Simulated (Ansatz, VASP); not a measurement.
# Rb2AlTlH6 in two plane-wave programs

One calculation is typed for both programs; each brings its own data sets. How far apart do they land? The cell is taken from a series of runs on this material, whose earlier steps may have relaxed, scaled, displaced or heated it; both programs get it as it stands.

Method: plane waves, with VASP 6.6.1 beside it; dielectric response at LDA, in Ansatz 0.2.0.

**1. Set-up**

It takes space group Fm-3m (No. 225, cubic). Conventional cell: a = 8.687 Å, b = 8.687 Å, c = 8.687 Å, α = 90.00°, β = 90.00°, γ = 90.00°. Nearest to Rb lie 12 H at 3.10 Å. Nearest to Al lie 6 H at 1.79 Å. Tl has 6 H at 2.56 Å nearest. Nearest to H lie 1 Al at 1.79 Å and 4 H at 2.53 Å and 1 Tl at 2.56 Å and 4 Rb at 3.10 Å. Farther neighbours are not listed.

**2. VASP: dielectric response, LDA**

The response to a field tests empty states and converges slowly with the mesh.

Lines of VASP's logs that name or quote its potential files are left out, and so is its time.

INCAR reads:

```
SYSTEM = Rb2AlTlH6
PREC = Accurate
ENCUT = 400
EDIFF = 1E-08
NELM = 120
ISMEAR = 0
SIGMA = 0.01
LREAL = .FALSE.
ALGO = Normal
GGA = CA
NBANDS = 30
LORBIT = 11
LWAVE = .FALSE.
LCHARG = .FALSE.
ISIF = 2
LEPSILON = .TRUE.
LASPH = .TRUE.
GGA_COMPAT = .FALSE.
KPAR = 2
```

POSCAR reads:

```
Rb2AlTlH6
1.0
    0.0000000000      4.3433650000      4.3433650000
    4.3433650000      0.0000000000      4.3433650000
    4.3433650000      4.3433650000      0.0000000000
Rb Al Tl H
2 1 1 6
Direct
    0.2500000000      0.2500000000      0.2500000000
    0.7500000000      0.7500000000      0.7500000000
    0.5000000000      0.5000000000      0.5000000000
    0.0000000000      0.0000000000      0.0000000000
    0.2941560000      0.7058440000      0.7058440000
    0.2941560000      0.7058440000      0.2941560000
    0.7058440000      0.2941560000      0.7058440000
    0.7058440000      0.7058440000      0.2941560000
    0.2941560000      0.2941560000      0.7058440000
    0.7058440000      0.2941560000      0.2941560000
```

KPOINTS reads:

```
Automatic mesh
0
Gamma
4 4 4
0 0 0
```

The projector-augmented-wave data sets are Rb_sv, Al, Tl_d and H (LDA family, release 64).

On the command line:

```console
mpirun -np 2 vasp_std
```

Numbers of over 12 decimals in the logs are rounded to 6 here.

What it wrote:

```text
[banner, memory and clock lines left out]
running    2 mpi-ranks, on    1 nodes
 distrk:  each k-point on    1 cores,    2 groups
 distr:  one band on    1 cores,    1 groups

 POSCAR found type information on POSCAR RbAlTlH
 POSCAR found :  4 types and      10 ions
 LDA part: xc-table for (Slater(with rela. corr.)+CA(PZ))
 , standard interpolation
 POSCAR, INCAR and KPOINTS ok, starting setup
 FFT: planning ... GRIDC
 FFT: planning ... GRID_SOFT
 FFT: planning ... GRID
 WAVECAR not read
 entering main loop
       N       E                     dE             d eps       ncg     rms          rms(c)
DAV:   1     0.147264972382E+03    0.14726E+03   -0.15510E+04   496   0.922E+02
DAV:   2    -0.244772068676E+02   -0.17174E+03   -0.16866E+03   590   0.207E+02
DAV:   3    -0.343991821645E+02   -0.99220E+01   -0.98871E+01   658   0.448E+01
DAV:   4    -0.346677840890E+02   -0.26860E+00   -0.26830E+00   718   0.623E+00
DAV:   5    -0.346710646879E+02   -0.32806E-02   -0.32804E-02   632   0.749E-01    0.826E+00
DAV:   6    -0.320539569953E+02    0.26171E+01   -0.30479E+00   542   0.784E+00    0.455E+00
DAV:   7    -0.314492821070E+02    0.60467E+00   -0.34088E+00   584   0.553E+00    0.207E+00
DAV:   8    -0.314790243747E+02   -0.29742E-01   -0.64526E-01   510   0.400E+00    0.741E-01
DAV:   9    -0.314520288275E+02    0.26996E-01   -0.18302E-01   536   0.175E+00    0.380E-01
DAV:  10    -0.314522270536E+02   -0.19823E-03   -0.23210E-02   652   0.516E-01    0.188E-01
DAV:  11    -0.314516468078E+02    0.58025E-03   -0.53427E-03   566   0.350E-01    0.400E-02
DAV:  12    -0.314516289296E+02    0.17878E-04   -0.85594E-04   570   0.110E-01    0.164E-02
DAV:  13    -0.314516283790E+02    0.55057E-06   -0.32345E-05   616   0.202E-02    0.735E-03
DAV:  14    -0.314516285664E+02   -0.18740E-06   -0.52149E-06   596   0.195E-02    0.393E-03
DAV:  15    -0.314516285872E+02   -0.20808E-07   -0.91180E-07   616   0.452E-03    0.855E-04
DAV:  16    -0.314516285899E+02   -0.26866E-08   -0.10913E-07   648   0.148E-03    0.355E-04
DAV:  17    -0.314516285869E+02    0.29445E-08   -0.17825E-08   472   0.145E-03
   1 F= -.31451629E+02 E0= -.31451629E+02  d E =-.285947E-75
 Linear response reoptimize wavefunctions to high precision
DAV:   1    -0.314516285873E+02   -0.31923E-09   -0.37126E-09   388   0.419E-04
DAV:   2    -0.314516285873E+02   -0.15461E-10   -0.28938E-10   348   0.892E-05
 Linear response G [H, r] |phi>, progress :
  Direction:   1
       N       E                     dE             d eps       ncg     rms
RMM:   1    -0.159300528867E+03   -0.15930E+03    0.74005E+02   970   0.105E+02
RMM:   2    -0.150779334155E+03    0.85212E+01   -0.18316E+01   890   0.187E+01
RMM:   3    -0.151471588694E+03   -0.69225E+00   -0.54974E+00  1081   0.568E+00
RMM:   4    -0.151608703062E+03   -0.13711E+00   -0.15618E+00  1116   0.216E+00
RMM:   5    -0.151645015165E+03   -0.36312E-01   -0.38675E-01  1127   0.910E-01
RMM:   6    -0.151649729753E+03   -0.47146E-02   -0.78727E-02  1154   0.392E-01
RMM:   7    -0.151650900484E+03   -0.11707E-02    0.22005E-02  1164   0.178E-01
RMM:   8    -0.151651460912E+03   -0.56043E-03   -0.70869E-04  1181   0.835E-02
RMM:   9    -0.151651488956E+03   -0.28043E-04    0.76821E-03  1158   0.384E-02
RMM:  10    -0.151651546532E+03   -0.57576E-04    0.32739E-03  1101   0.178E-02
RMM:  11    -0.151651550063E+03   -0.35313E-05    0.11465E-03  1063   0.916E-03
RMM:  12    -0.151651563819E+03   -0.13756E-04    0.61490E-04  1034   0.482E-03
RMM:  13    -0.151651562750E+03    0.10698E-05   -0.33131E-04   975   0.293E-03
RMM:  14    -0.151651566180E+03   -0.34304E-05   -0.34876E-04   928   0.199E-03
RMM:  15    -0.151651566582E+03   -0.40158E-06   -0.35444E-04   894   0.158E-03
RMM:  16    -0.151651566000E+03    0.58201E-06   -0.41291E-04   893   0.138E-03
RMM:  17    -0.151651565774E+03    0.22601E-06   -0.39350E-04   871   0.129E-03
RMM:  18    -0.151651566519E+03   -0.74541E-06   -0.54832E-04   854   0.123E-03
RMM:  19    -0.151651566892E+03   -0.37300E-06   -0.52243E-04   844   0.121E-03
RMM:  20    -0.151651567201E+03   -0.30936E-06   -0.49992E-04   848   0.120E-03
 Linear response G [H, r] |phi>, progress :
  Direction:   2
       N       E                     dE             d eps       ncg     rms
RMM:   1    -0.157085136841E+03   -0.15709E+03    0.76856E+02   980   0.105E+02
RMM:   2    -0.146632704189E+03    0.10452E+02   -0.18953E+01   888   0.187E+01
RMM:   3    -0.147273182887E+03   -0.64048E+00   -0.54449E+00  1063   0.563E+00
RMM:   4    -0.147406068883E+03   -0.13289E+00   -0.15561E+00  1093   0.212E+00
RMM:   5    -0.147442305064E+03   -0.36236E-01   -0.38572E-01  1111   0.890E-01
RMM:   6    -0.147446374952E+03   -0.40699E-02   -0.37474E-02  1139   0.387E-01
RMM:   7    -0.147447756431E+03   -0.13815E-02    0.60295E-02  1148   0.177E-01
RMM:   8    -0.147448134237E+03   -0.37781E-03    0.13479E-02  1151   0.846E-02
RMM:   9    -0.147448140370E+03   -0.61329E-05    0.77351E-03  1130   0.391E-02
[...]
RMM:   9    -0.304865187057E+01   -0.33254E-06   -0.45184E-05  1090   0.242E-03
RMM:  10    -0.304865192648E+01   -0.55917E-07   -0.35765E-05  1082   0.108E-03
RMM:  11    -0.304865194557E+01   -0.19088E-07   -0.88431E-06   995   0.527E-04
RMM:  12    -0.304865194606E+01   -0.48291E-09   -0.83814E-06   874   0.268E-04
[...]
RMM:   7    -0.329960040864E+01   -0.59706E-05   -0.18660E-04  1036   0.908E-03
RMM:   8    -0.329960138299E+01   -0.97435E-06   -0.89500E-05  1008   0.388E-03
RMM:   9    -0.329960155543E+01   -0.17243E-06   -0.30985E-05  1004   0.175E-03
RMM:  10    -0.329960160515E+01   -0.49723E-07   -0.22932E-05   975   0.753E-04
RMM:  11    -0.329960160944E+01   -0.42874E-08   -0.59402E-06   926   0.368E-04
RMM:  12    -0.329960161450E+01   -0.50593E-08   -0.54280E-06   762   0.186E-04
RMM:  13    -0.329960161382E+01    0.67868E-09   -0.12922E-06   671   0.115E-04
RMM:  14    -0.329960161435E+01   -0.52864E-09   -0.13316E-06   630   0.819E-05
RMM:  15    -0.329960161342E+01    0.92491E-09   -0.26835E-07   596   0.689E-05
RMM:  16    -0.329960160942E+01    0.39994E-08   -0.23838E-07   560   0.639E-05
RMM:  17    -0.329960160899E+01    0.43310E-09   -0.72729E-08   545   0.627E-05
 change of polarisation eV/A/(eV/A) component  3 :    -0.674     0.674     6.599
 dielectric tensor                  component  3 :    -0.744     0.744     8.287
 Linear response to external field, progress :
  Direction:   1
       N       E                     dE             d eps       ncg     rms          rms(c)
RMM:   1    -0.273771355806E+01   -0.27377E+01   -0.11556E+01  1681   0.427E+00
RMM:   2    -0.289583276645E+01   -0.15812E+00   -0.22392E-01  1571   0.115E+00    0.248E+00
RMM:   3    -0.271795283520E+01    0.17788E+00   -0.25473E-01  1375   0.193E+00    0.120E+00
RMM:   4    -0.276587717628E+01   -0.47924E-01   -0.11128E-01  1456   0.130E+00    0.396E-01
RMM:   5    -0.281461468755E+01   -0.48738E-01   -0.18766E-02  1641   0.437E-01    0.533E-02
RMM:   6    -0.281691241913E+01   -0.22977E-02   -0.43491E-03  1735   0.167E-01    0.360E-02
RMM:   7    -0.281874896626E+01   -0.18365E-02   -0.99508E-04  1745   0.696E-02    0.134E-02
RMM:   8    -0.281884378829E+01   -0.94822E-04   -0.93142E-05  1796   0.291E-02    0.485E-03
RMM:   9    -0.281897564254E+01   -0.13185E-03   -0.88143E-05  1847   0.132E-02    0.224E-03
RMM:  10    -0.281900604686E+01   -0.30404E-04   -0.47912E-05  1840   0.617E-03    0.839E-04
RMM:  11    -0.281898345175E+01    0.22595E-04   -0.40548E-05  1858   0.281E-03    0.262E-04
RMM:  12    -0.281898468695E+01   -0.12352E-05   -0.19370E-05  1843   0.129E-03    0.216E-04
RMM:  13    -0.281898345591E+01    0.12310E-05   -0.13868E-05  1718   0.595E-04    0.726E-05
RMM:  14    -0.281898344868E+01    0.72354E-08   -0.44523E-06  1627   0.304E-04    0.508E-05
RMM:  15    -0.281898324148E+01    0.20720E-06   -0.34750E-06  1368   0.170E-04    0.295E-05
RMM:  16    -0.281898317016E+01    0.71315E-07   -0.14517E-06  1224   0.123E-04    0.820E-06
 change of polarisation eV/A/(eV/A) component  1 :     5.286    -0.122    -0.129
 dielectric tensor                  component  1 :     6.837    -0.135    -0.142
 Linear response to external field, progress :
  Direction:   2
       N       E                     dE             d eps       ncg     rms          rms(c)
RMM:   1    -0.273732564980E+01   -0.27373E+01   -0.11552E+01  1680   0.429E+00
RMM:   2    -0.289578844888E+01   -0.15846E+00   -0.22498E-01  1580   0.118E+00    0.248E+00
RMM:   3    -0.271787853511E+01    0.17791E+00   -0.25461E-01  1381   0.194E+00    0.120E+00
RMM:   4    -0.276589528550E+01   -0.48017E-01   -0.11200E-01  1461   0.130E+00    0.397E-01
RMM:   5    -0.281464960250E+01   -0.48754E-01   -0.18848E-02  1660   0.439E-01    0.535E-02
RMM:   6    -0.281684493893E+01   -0.21953E-02   -0.43676E-03  1755   0.171E-01    0.365E-02
RMM:   7    -0.281871492439E+01   -0.18700E-02   -0.77589E-04  1760   0.709E-02    0.138E-02
RMM:   8    -0.281884034305E+01   -0.12542E-03   -0.42622E-04  1806   0.298E-02    0.486E-03
RMM:   9    -0.281897239699E+01   -0.13205E-03   -0.11759E-04  1869   0.134E-02    0.229E-03
RMM:  10    -0.281900188469E+01   -0.29488E-04   -0.47867E-05  1854   0.621E-03    0.854E-04
RMM:  11    -0.281897896580E+01    0.22919E-04   -0.25893E-05  1876   0.280E-03    0.259E-04
RMM:  12    -0.281898033103E+01   -0.13652E-05   -0.74555E-06  1868   0.126E-03    0.231E-04
RMM:  13    -0.281897928747E+01    0.10436E-05   -0.39176E-06  1721   0.584E-04    0.822E-05
RMM:  14    -0.281897932254E+01   -0.35071E-07   -0.14747E-06  1674   0.285E-04    0.430E-05
RMM:  15    -0.281897911698E+01    0.20556E-06   -0.92600E-07  1378   0.160E-04    0.276E-05
RMM:  16    -0.281897906788E+01    0.49097E-07    0.49281E-08  1192   0.114E-04    0.947E-06
 change of polarisation eV/A/(eV/A) component  2 :     0.339     5.286     0.129
 dielectric tensor                  component  2 :     0.374     6.837     0.142
 Linear response to external field, progress :
  Direction:   3
       N       E                     dE             d eps       ncg     rms          rms(c)
RMM:   1    -0.273811536660E+01   -0.27381E+01   -0.11560E+01  1673   0.428E+00
RMM:   2    -0.289579005507E+01   -0.15767E+00   -0.22378E-01  1575   0.118E+00    0.248E+00
RMM:   3    -0.271783277597E+01    0.17796E+00   -0.25391E-01  1382   0.193E+00    0.120E+00
RMM:   4    -0.276586871480E+01   -0.48036E-01   -0.11158E-01  1459   0.130E+00    0.397E-01
RMM:   5    -0.281469697145E+01   -0.48828E-01   -0.19030E-02  1653   0.439E-01    0.534E-02
RMM:   6    -0.281688971517E+01   -0.21927E-02   -0.44136E-03  1750   0.171E-01    0.364E-02
RMM:   7    -0.281874850659E+01   -0.18588E-02   -0.11161E-03  1757   0.711E-02    0.139E-02
RMM:   8    -0.281888141872E+01   -0.13291E-03   -0.39340E-04  1814   0.303E-02    0.494E-03
RMM:   9    -0.281901359553E+01   -0.13218E-03   -0.79017E-05  1858   0.135E-02    0.227E-03
RMM:  10    -0.281904052278E+01   -0.26927E-04   -0.24225E-05  1857   0.627E-03    0.834E-04
RMM:  11    -0.281901774754E+01    0.22775E-04   -0.29730E-05  1865   0.283E-03    0.260E-04
RMM:  12    -0.281901931989E+01   -0.15724E-05   -0.84104E-06  1865   0.127E-03    0.231E-04
RMM:  13    -0.281901813844E+01    0.11814E-05   -0.13684E-06  1730   0.570E-04    0.864E-05
RMM:  14    -0.281901793246E+01    0.20598E-06   -0.18587E-06  1657   0.281E-04    0.460E-05
RMM:  15    -0.281901771514E+01    0.21733E-06   -0.10583E-06  1368   0.156E-04    0.286E-05
RMM:  16    -0.281901763481E+01    0.80324E-07   -0.38330E-07  1191   0.111E-04    0.111E-05
RMM:  17    -0.281901765115E+01   -0.16338E-07   -0.15145E-07   958   0.825E-05    0.889E-06
 change of polarisation eV/A/(eV/A) component  3 :     0.318     0.150     5.286
 dielectric tensor                  component  3 :     0.351     0.165     6.837
 Born effective charges drift removed
```

OUTCAR, selected parts (step 2):

```text
ion  position               nearest neighbor table
   1  0.250  0.250  0.250-   9 3.10   9 3.10   8 3.10   8 3.10   7 3.10   6 3.10   5 3.10   6 3.10
                            10 3.10   7 3.10   5 3.10  10 3.10   3 3.76   4 3.76   4 3.76   3 3.76
   2  0.750  0.750  0.750-   9 3.10   9 3.10   8 3.10   8 3.10   6 3.10  10 3.10   6 3.10   5 3.10
                            10 3.10   5 3.10   7 3.10   7 3.10   3 3.76   4 3.76   3 3.76   3 3.76
   3  0.500  0.500  0.500-   5 1.79   6 1.79   7 1.79   8 1.79   9 1.79  10 1.79   1 3.76   1 3.76
                             1 3.76   2 3.76   1 3.76   2 3.76   2 3.76   2 3.76
   4  0.000  0.000  0.000-   2 3.76   2 3.76   2 3.76   1 3.76   2 3.76   1 3.76   1 3.76   1 3.76

  LATTYP: Found a face centered cubic cell.
 ALAT       =     8.6867300000

 Subroutine GETGRP returns: Found 48 space group operations
 (whereof 48 operations were pure point group operations)

The static configuration has the point symmetry O_h .

 Found      8 irreducible k-points:

   k-points           NKPTS =      8   k-points in BZ     NKDIM =      8   number of bands    NBANDS=     30

   dimension x,y,z NGX =    40 NGY =   40 NGZ =   40
   dimension x,y,z NGXF=    80 NGYF=   80 NGZF=   80

   ENCUT  =  400.0 eV  29.40 Ry    5.42 a.u.  10.02 10.02 10.02*2*pi/ulx,y,z

   NELECT =      40.0000    total number of electrons

 k-points in reciprocal lattice and weights: Automatic mesh
   0.00000000  0.00000000  0.00000000       0.016
   0.25000000  0.00000000  0.00000000       0.125
   0.50000000  0.00000000  0.00000000       0.062
   0.25000000  0.25000000  0.00000000       0.094
   0.50000000  0.25000000  0.00000000       0.375
  -0.25000000  0.25000000  0.00000000       0.188
   0.50000000  0.50000000  0.00000000       0.047
  -0.25000000  0.50000000  0.25000000       0.094

 average (electrostatic) potential at core
       1 -36.6613       2 -36.6613       3 -75.9691       4 -87.7886       5 -33.2130
       6 -33.2130       7 -33.2130       8 -33.2130       9 -33.2130      10 -33.2130

  Total       -3.0583532     -3.0583532     -3.0583532     -0.0000000     -0.0000000      0.0000000
  in kB      -29.9012433    -29.9012433    -29.9012433     -0.0000000     -0.0000000      0.0000000
  external PRESSURE =     -29.9012433 kB  Pullay stress =       0.0000000 kB

  energy-cutoff  :      400.00
  volume of cell :      163.87
      direct lattice vectors                 reciprocal lattice vectors
     0.000000000  4.343365000  4.343365000    -0.115118117  0.115118117  0.115118117
     4.343365000  0.000000000  4.343365000     0.115118117 -0.115118117  0.115118117
     4.343365000  4.343365000  0.000000000     0.115118117  0.115118117 -0.115118117

 POSITION                                       TOTAL-FORCE (eV/Angst)
 -----------------------------------------------------------------------------------
      2.17168      2.17168      2.17168        -0.000000     -0.000000     -0.000000
      6.51505      6.51505      6.51505        -0.000000     -0.000000      0.000000
      4.34337      4.34337      4.34337        -0.000000     -0.000000     -0.000000
      0.00000      0.00000      0.00000        -0.000000     -0.000000      0.000000
      6.13148      4.34337      4.34337         0.081342     -0.000000      0.000000
      4.34337      2.55525      4.34337        -0.000000     -0.081342      0.000000
      4.34337      6.13148      4.34337        -0.000000      0.081342      0.000000
      4.34337      4.34337      6.13148        -0.000000     -0.000000      0.081342
      4.34337      4.34337      2.55525        -0.000000     -0.000000     -0.081342
      2.55525      4.34337      4.34337        -0.081342     -0.000000      0.000000
 -----------------------------------------------------------------------------------
    total drift:                               -0.000000      0.000000      0.000000

 MACROSCOPIC STATIC DIELECTRIC TENSOR (including local field effects in DFT)
 ------------------------------------------------------
           6.836547    -0.000000    -0.000000
          -0.000000     6.836547    -0.000000
           0.000000    -0.000000     6.836547
 ------------------------------------------------------

 PIEZOELECTRIC TENSOR (including local field effects)  for field in x, y, z        (C/m^2)
          XX          YY          ZZ          XY          YZ          ZX
  --------------------------------------------------------------------------------
  x     0.00000     0.00000     0.00000     0.00000     0.00000     0.00000
  y     0.00000     0.00000     0.00000     0.00000     0.00000     0.00000
  z     0.00000     0.00000     0.00000     0.00000     0.00000     0.00000

 BORN EFFECTIVE CHARGES (including local field effects) (in |e|, cummulative output)
 ---------------------------------------------------------------------------------
 ion    1
    1     1.23384    -0.00000     0.00000
    2    -0.00000     1.23384     0.00000
    3    -0.00000     0.00000     1.23384
 ion    2
    1     1.23384    -0.00000     0.00000
    2    -0.00000     1.23384     0.00000
    3    -0.00000     0.00000     1.23384
 ion    3
    1     3.99470    -0.00000     0.00000
    2    -0.00000     3.99470     0.00000
    3    -0.00000     0.00000     3.99470
 ion    4
    1     1.57442     0.00000     0.00000
    2    -0.00000     1.57442     0.00000
    3     0.00000    -0.00000     1.57442
 ion    5
    1    -2.44046    -0.00000     0.00000
    2     0.00000    -0.78897     0.00000
    3     0.00000     0.00000    -0.78897
 ion    6
    1    -0.78897     0.00000     0.00000
    2    -0.00000    -2.44046     0.00000
    3     0.00000     0.00000    -0.78897
 ion    7
    1    -0.78897    -0.00000     0.00000
    2    -0.00000    -2.44046     0.00000
    3    -0.00000    -0.00000    -0.78897
 ion    8
    1    -0.78897    -0.00000     0.00000
    2    -0.00000    -0.78897     0.00000
    3    -0.00000     0.00000    -2.44046
 ion    9
    1    -0.78897    -0.00000    -0.00000
    2     0.00000    -0.78897     0.00000
    3    -0.00000     0.00000    -2.44046
 ion   10
    1    -2.44046    -0.00000     0.00000
    2     0.00000    -0.78897     0.00000
    3     0.00000     0.00000    -0.78897
```

(Part 1 of 2 ends here.)

[Lines on the potential files, build, host, timing and source positions are cut from VASP's logs without a mark.]

[Logs are printed without paths, hosts, clocks, repeated set-up lines and the standing remarks that a program may print on its own settings, such as how far it seeks lower states.]

[Hosts, paths, dates, database ids (printed as entryN), source tags and the programs' standing remarks are cut or masked in the printed files.]
